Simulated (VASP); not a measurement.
```
CELL_PARAMETERS angstrom
      3.57000     0.00000     0.00000
      0.00000     3.57000     0.00000
      0.00000     0.00000     3.57000
ATOMIC_POSITIONS crystal
  Al 0.00000 0.00000 0.00000
  Ni 0.00000 0.50000 0.50000
  Ni 0.50000 0.00000 0.50000
  Ni 0.50000 0.50000 0.00000
```
Starting moments (μB, in the order of the record's atoms Al Ni Ni Ni): 0.0 0.5 0.5 0.5.

The numbers are results of PBE GGA, VASP's PBE PAW potentials (set 64) (plane waves; VASP), not measurements. Settings: 400 eV cut-off, 7×7×7 Monkhorst-Pack mesh, first-order Methfessel-Paxton smearing of 0.10 eV, potentials Al Ni.

Gaps are read on the run's mesh, which can miss a band edge.

Task: Estimate the cell moment, energy per atom (σ→0), band gap (on the k-mesh) with the smallest direct gap where there is one.

Result: 
```json
{
  "band gap (on the k-mesh)": "none (metal, semimetal or under 0.01 eV)",
  "cell_moment": "0.79 μB",
  "energy per atom (σ→0)": "-5.475 eV/atom"
}
```

Task: Give the moment on each site (PAW-sphere projection).

Result: 
```
site  moment (μB)
----  -----------
Al1         -0.01
Ni2          0.28
Ni3          0.28
Ni4          0.28
```

The absolute energy has meaning only against runs of the same code, potentials and settings.

The compound is Ni3Al in the L1_2 structure. The cell was not relaxed at this level. The run is one of a series of settings (KPOINTS 7×7×7 Monkhorst-Pack mesh against the base run), some of them coarse on purpose.
